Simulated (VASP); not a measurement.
**Bi: relaxation of the atoms with PBE**

Sheet: Bi, a sheet with vacuum.

```
Bi
1.0
     3.30138    0.00000    0.00000
    -1.65069    2.85908    0.00000
     0.00000    0.00000   23.80000
Bi
1
Direct
  0.00000 0.00000 0.29412
```

The cell was built by a generator and needn't be a form met in nature.

```yaml
Program: VASP 6.6.1
Task: relaxation of the atoms
Functional: PBE
Potentials_or_basis: VASP PAW PBE potentials, release 64 (Bi_d)
Cutoff: 520 eV
k_mesh: 9 × 9 × 1
Occupations: gaussian, width 0.05 eV
Spin: no spin polarisation
Dipole_correction: yes
Atoms_held_fixed_from_0: "[0]"
Further_INCAR_settings: ALGO = Fast; EDIFF = 1e-06; IBRION = 2; EDIFFG = -0.02; NSW = 60
```

```
Band gap on the k mesh : none (metal or under the smearing width)
```

Final structure:
```
Bi
1.0
     3.30138    0.00000    0.00000
    -1.65069    2.85908    0.00000
     0.00000    0.00000   23.80000
Bi
1
Direct
  0.00000 0.00000 0.29412
```

Levels at points of the mesh, in eV from the Fermi level:
| k point | band 5 | band 6 | band 7 | band 8 | band 9 | band 10 |
| --- | --- | --- | --- | --- | --- | --- |
| (0.00, 0.00, 0.00) | -22.69 | -12.63 | -2.65 | 3.02 | 4.10 | 4.43 |

It took 36 s on 1 thread of Intel(R) Xeon(R) 6975P-C (Granite Rapids), with other jobs on the host, peak memory 0.35 GiB.

Caveat: the relaxation stopped at its first step, so nothing moved; spin-orbit coupling is left out, which moves the levels of the heavy elements.
